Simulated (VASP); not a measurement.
Level of theory: LDA (Ceperley-Alder, Perdew-Zunger), VASP's LDA PAW potentials (set 64) (plane waves; VASP).

VASP ran on this input.

**KPOINTS**
```
Automatic mesh
0
Gamma
8 8 8
0 0 0
```

INCAR:
```
ALGO  =  Normal
SYSTEM  =  Al2Cu
LWAVE  =  .False.
EDIFFG  =  -0.001   # ionic stop
LCHARG  =  .False.
LREAL  =  .False.   # projection in real space or not
PREC  =  Accurate
SIGMA  =  0.1
IBRION  =  1
LASPH  =  .True.
ISMEAR  =  1   # Methfessel-Paxton
NELM  =  100
EDIFF  =  1E-8   # SCF stop (eV)
ENCUT  =  400   # plane-wave cut-off (eV)
ISIF  =  2
NSW  =  30   # most ionic steps
LMAXMIX  =  4   # l cut-off of mixed one-centre charges
```

**POSCAR**
```
Al2Cu
1
   -2.9841237498     2.9841237498     2.3662308796
    2.9841237498    -2.9841237498     2.3662308796
    2.9841237498     2.9841237498    -2.3662308796
Al Cu
4 2
Direct
  0.6581564198   0.1581564198   0.8163128395
  0.1581564198   0.3418435802   0.5000000000
  0.8418435802   0.6581564198   0.5000000000
  0.3418435802   0.8418435802   0.1836871605
  0.7500000000   0.7500000000   0.0000000000
  0.2500000000   0.2500000000   0.0000000000
```

POTCAR, in this order: Al Cu (LDA.64 set). Program: vasp_std.

Problem. Predict the energy per atom (σ→0), band gap (on the k-mesh).

Solution. 
```json
{
  "energy per atom (σ→0)": "-4.546 eV/atom",
  "band gap (on the k-mesh)": "none (metal, semimetal or under 0.01 eV)"
}
```

**OSZICAR**
```
...
       N       E                     dE             d eps       ncg     rms          rms(c)
DAV:   1    -0.272750748907E+02   -0.22024E-04   -0.60544E-04  2697   0.142E-01    0.633E-03
DAV:   2    -0.272750751757E+02   -0.28500E-06   -0.24160E-05  3416   0.423E-02    0.369E-03
DAV:   3    -0.272750747290E+02    0.44665E-06   -0.28510E-06  3755   0.276E-02    0.227E-03
DAV:   4    -0.272750746919E+02    0.37122E-07   -0.72650E-07  3899   0.226E-02    0.127E-03
DAV:   5    -0.272750746797E+02    0.12250E-07   -0.72532E-08  3590   0.699E-03    0.610E-04
DAV:   6    -0.272750746808E+02   -0.10923E-08   -0.54441E-09  1627   0.118E-03
   3 F= -.27275075E+02 E0= -.27274637E+02  d E =-.218211E-04
```

The compound is Al2Cu in the sg140 structure. This run relaxes the ions in a fixed cell. Symmetry was kept, so distortions that lower it aren't found. The start is the result of an earlier pass.
